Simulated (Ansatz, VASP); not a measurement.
# BaZn: VASP beside Ansatz

Wanted: the spread between two codes on one cell, functional and k mesh. The cell is taken from a series of runs on this material, whose earlier steps may have relaxed, scaled, displaced or heated it; both programs get it as it stands.

Method: plane waves, with VASP 6.6.1 beside it; zone-centre phonons at PBEsol, in Ansatz 0.2.0.

### Step 1. The structure

It takes space group Pm-3m (No. 221, cubic). Conventional cell: a = 3.991 Å, b = 3.991 Å, c = 3.991 Å, α = 90.00°, β = 90.00°, γ = 90.00°. Nearest to Ba lie 8 Zn at 3.46 Å. Zn has 8 Ba at 3.46 Å nearest. Farther neighbours are not listed.

Structure file:

```cif
data_structure
_symmetry_space_group_name_H-M 'Pm-3m'
_symmetry_Int_Tables_number 221
_cell_length_a 3.9907
_cell_length_b 3.9907
_cell_length_c 3.9907
_cell_angle_alpha 90.000
_cell_angle_beta 90.000
_cell_angle_gamma 90.000
_cell_volume 63.55
loop_
_atom_site_label
_atom_site_type_symbol
_atom_site_symmetry_multiplicity
_atom_site_Wyckoff_symbol
_atom_site_fract_x
_atom_site_fract_y
_atom_site_fract_z
_atom_site_occupancy
Ba1 Ba 1 a 0.00000 0.00000 0.00000 1
Zn1 Zn 1 b 0.50000 0.50000 0.50000 1
```

### Step 2. Ansatz: zone-centre phonons, PBEsol

Ansatz runs on its PAW soft_1 files.

Second derivatives magnify differences that forces hide, and they need a tight electronic threshold.

Input file input.yaml:

```yaml
crystal:
  lattice:
    - [3.9906826975, 0.0, 0.0]
    - [0.0, 3.9906826975, 0.0]
    - [0.0, 0.0, 3.9906826975]
  atoms:
    - { symbol: Ba, position: [0.0, 0.0, 0.0] }
    - { symbol: Zn, position: [0.5, 0.5, 0.5] }
kpoints:
  mp_grid: { grid: [12, 12, 12] }
hamiltonian:
  xc: pbesol
  pseudopotentials: { kind: paw, azcp: { folder: soft_1 }, xc_functional: pbe }
scf:
  occupations: { method: methfessel_paxton, width: 0.2 }
output:
  eigenvalues: true
phonons:
  method: dfpt
```

Command:

```
> ansatz run input.yaml --threads 4 --pin off --max-ram 10240MiB --backend cpu --events-out ev --progress --plain --runs-dir out
```

Numbers of over 12 decimals in the logs are rounded to 6 here.

What it wrote:

```text
Engine: ansatz 0.2.0, aarch64-unknown-linux-gnu
Pseudopotentials: kind: paw
Pseudopotential: Ba, paw, valence charge 10, recommended cutoff 420 eV (normal), soft_1/Ba.paw.azcp
Pseudopotential: Zn, paw, valence charge 12, recommended cutoff 420 eV (normal), soft_1/Zn.paw.azcp
Functional definition: PBEsol
  exchange = pbesol_x
  correlation = pbesol_c
Crystal: 2 atoms, lattice volume = 63.554 Å³
Basis set: ecut = 420 eV, 1237 PW (Γ), exchange–correlation on 54×54×54 points (8 copies of the dense FFT grid, shifted against one another)
Bands: 15, of which v1, the nominal top of the filled ones, is band 11 counted from 1 (10 counted from 0)
Symmetry: 48 space group operations
k-points: 196 of 1728 (irreducible under 8 space group operations, time reversal used)
Non-local potential: Ba, projectors of the file, l = 0: 3, l = 1: 2, l = 2: 2, l = 3: 2
Non-local potential: Zn, projectors of the file, l = 0: 2, l = 1: 2, l = 2: 3, l = 3: 1
PAW form: soft (Blöchl's): semilocal exchange-correlation on the pseudo side does not see the compensation charge
PAW frozen core: Ba, regenerated for the run's functional, and the local potential with it (the file was generated under x = pbe(κ = 0.804, μ = 0.219515), c = pbe(β = 0.066725))
PAW frozen core: Zn, regenerated for the run's functional, and the local potential with it (the file was generated under x = pbe(κ = 0.804, μ = 0.219515), c = pbe(β = 0.066725))
PAW one-centre angular grid: Ba, 194 points (default); XC on 64 Gauss nodes
PAW one-centre angular grid: Zn, 590 points (default); XC on 64 Gauss nodes
Initial density: superposition of atomic densities (chi_scale 0.1, normalization cell, long waves kept (reshape's long-wave potential 0.00 eV rms))
Initial wavefunctions: pseudopotential atomic-orbital guess
Functional: x = pbesol(κ = 0.804, μ = 0.123457), c = pbesol(β = 0.046)
SCF iter   1: F=—  HF=-9145.362287 eV  |F-HF|=—  |Δ(HF+E_count)|=         —  Δρ=1.02e-1  dr2=5.99e0  ethr=3.10e-3  ⟨swp⟩=7.4  Hψ=20275  notcnv=0
preconditioner: auto → Kerker (q_TF=auto, 2.286 Å⁻¹)  [metal: Δε(μ)=0.033 eV  Ē_g=8.322 eV  σ=0.200 eV  W_gap=0.14  n_scr=18 (ndim 8)  ℏωp=20.8 eV  f_vac=0.000  D(μ)=1.59/eV (n_scr^D=6)]
SCF iter   2: F=—  HF=-9144.349682 eV  |F-HF|=—  |Δ(HF+E_count)|=    1.01e0  S|Δr|=    0.00e0  Δρ=4.41e-2  dr2=5.51e-1  ethr=3.10e-3  ⟨swp⟩=3.3  Hψ=8783  notcnv=0
SCF iter   3: F=—  HF=-9144.013434 eV  |F-HF|=—  |Δ(HF+E_count)|=   3.36e-1  S|Δr|=    0.00e0  Δρ=1.35e-2  dr2=2.91e-1  ethr=2.50e-3  ⟨swp⟩=2.0  Hψ=6650  notcnv=0
SCF iter   4: F=—  HF=-9143.934701 eV  |F-HF|=—  |Δ(HF+E_count)|=   7.87e-2  S|Δr|=    0.00e0  Δρ=6.93e-3  dr2=4.12e-2  ethr=1.32e-3  ⟨swp⟩=2.2  Hψ=6482  notcnv=0
SCF iter   5: F=—  HF=-9143.930885 eV  |F-HF|=—  |Δ(HF+E_count)|=   3.82e-3  S|Δr|=    0.00e0  Δρ=3.19e-3  dr2=3.96e-3  ethr=1.87e-4  ⟨swp⟩=2.0  Hψ=4358  notcnv=0
SCF iter   6: F=—  HF=-9143.929838 eV  |F-HF|=—  |Δ(HF+E_count)|=   1.05e-3  S|Δr|=    0.00e0  Δρ=4.60e-4  dr2=1.22e-4  ethr=1.80e-5  ⟨swp⟩=2.0  Hψ=5507  notcnv=0
SCF iter   7: F=—  HF=-9143.929829 eV  |F-HF|=—  |Δ(HF+E_count)|=   8.65e-6  S|Δr|=    0.00e0  Δρ=2.78e-4  dr2=3.80e-5  ethr=5.53e-7  ⟨swp⟩=1.9  Hψ=3706  notcnv=0
SCF iter   8: F=—  HF=-9143.929819 eV  |F-HF|=—  |Δ(HF+E_count)|=   1.04e-5  S|Δr|=    0.00e0  Δρ=3.74e-5  dr2=5.96e-7  ethr=1.73e-7  ⟨swp⟩=2.0  Hψ=4323  notcnv=0
SCF iter   9: F=—  HF=-9143.929819 eV  |F-HF|=—  |Δ(HF+E_count)|=   1.86e-7  S|Δr|=    0.00e0  Δρ=8.86e-6  dr2=3.30e-8  ethr=2.71e-9  ⟨swp⟩=2.0  Hψ=4372  notcnv=0
SCF iter  10: F=—  HF=-9143.929819 eV  |F-HF|=—  |Δ(HF+E_count)|=   5.69e-9  S|Δr|=    0.00e0  Δρ=2.07e-6  dr2=1.55e-9  ethr=1.50e-10  ⟨swp⟩=2.0  Hψ=4201  notcnv=0
SCF iter  11: F=-9143.929819 eV  HF=-9143.929819 eV  |F-HF|=0.00e0  |Δ(HF+E_count)|=  2.24e-10  S|Δr|=    0.00e0  Δρ=9.69e-8  dr2=5.51e-12  ethr=1.00e-12  ⟨swp⟩=6.0  Hψ=19083  notcnv=0
the search or the solves at the SCF's close seem to have found levels that the self-consistency loop had missed (the run counts 3). By its estimate they hold under 1e-12 electrons; where the run keeps them, the occupations were computed again with them
SCF 1 converged in 11 iterations: F = -9143.929819 eV  dr2 = 5.51e-12
  greatest PAW one-centre occupation: 0.982 electrons in one spin orbital (limit 2), on the Zn atom at site 1 (counted from 0), in its partial waves of l = 2
DFPT response loops at Γ: preconditioner auto → Kerker (q_TF=auto, 2.286 Å⁻¹) (partly filled bands, converged f_vac=0.000); β = 1.00, the filter's whole step (`scf.mixing.beta` (0.50) is not read by the response loops under this deck's `scf.mixing.preconditioner`; to damp them name `kerker` or `kerker_dos`, under which they read `scf.mixing.beta`, and type it under 1.00, their step now; both keys bind the ground state too); Broyden in place of MSR1
SCF converged after 11 iterations
Stability not checked: this state was not tested for a lower state beside it, because cold or Methfessel-Paxton smearing, or corrected tetrahedra, fill the levels in a way that the test cannot read (fill_not_monotonic; see scf.lower_state_search)
Free energy (F): -9143.929819 eV
Harris-Foulkes:  -9143.929819 eV  (|F-HF|=0.00e0)
Internal energy: -9143.929226 eV  (E = F + TS)
E sigma→0 (E₀):  -9143.929671 eV
Entropy (-TS):   -0.000593 eV (-0.297 meV/atom)
Fermi energy:    8.330175 eV
--- Per-component energies (eV) ---
  E_band       = -30.884275
  E_kinetic    = 305.912172
  E_local      = -2439.185221  (includes V_loc(G=0)·N_el)
  E_nonlocal   = 912.549711
  E_hartree    = 913.110014
  E_xc         = -273.030402
  E_vxc        = -177.886491  (∫ρ·V_xc dr)
  E_paw        = -6967.977644  (= ΣΔE_a)
  E_vpaw       = -458.494252  (= ΣTr[D̂ρ^β])
  E_aug_tail   = -0.000265  (compensation charges beyond the density's cutoff)
  E_ewald      = -1596.256384
  E_core_change = 0.948793  (= ΣΔE_core)
  E_smearing   = -0.000593  (= −TS)
  E_closure    = 0.000000  (closes the sum)
  Σ components = -9143.929819   (vs F -9143.929819, Δ=0.00e0)
--- Band table (eV; the first three rows and the last of 196) ---
  k-point 0: bands = [... 7 lower, 1.3904, 1.3904, 2.8783, 8.8314, 8.8314, 12.1053, 12.1053, 12.1053]
  k-point 1: bands = [... 7 lower, 1.3907, 1.3908, 2.9790, 8.8561, 8.8637, 11.8361, 11.8361, 11.8398]
  k-point 2: bands = [... 7 lower, 1.3919, 1.3920, 3.2638, 8.7747, 8.9568, 11.3143, 11.3143, 11.5210]
  k-point 195: bands = [... 7 lower, 1.4601, 1.4601, 6.4977, 6.9818, 6.9818, 6.9818, 14.2052, 14.2052]
--- Phonons (Γ-DFPT): 2 representative perturbations + reference, on 196 of 1728 k-points (Σ response iterations 7) ---
  k mesh reduced under 8 symmetry operations, with k and −k counted as one. Each operation leaves every solved perturbation unchanged. A smaller set is not used because it would not reduce the number of displacements times k-points to solve
  ASR residual: 6.650e-5 → 0.000e0 eV/Å²; symmetrization residual: 3.821e-6 eV/Å²
  ASR residual per site (eV/Å²): 6.65e-5 1.62e-5
  Γ frequencies (cm⁻¹): 0.00 0.00 0.00 105.41 105.41 105.41
  non-analytic LO–TO correction: not included (Born effective charges unavailable; polar crystals: no LO–TO splitting at Γ)
```

The column dr2 measures how far the density is from self-consistency, as an energy; F and HF (Harris–Foulkes) agree once it is small.

(Continued in part 2 of 2.)

[Lines on the potential files, build, host, timing and source positions are cut from VASP's logs without a mark.]

[Logs are printed without paths, hosts, clocks, repeated set-up lines and the standing remarks that a program may print on its own settings, such as how far it seeks lower states.]

[Hosts, paths, dates, database ids (printed as entryN), source tags and the programs' standing remarks are cut or masked in the printed files.]
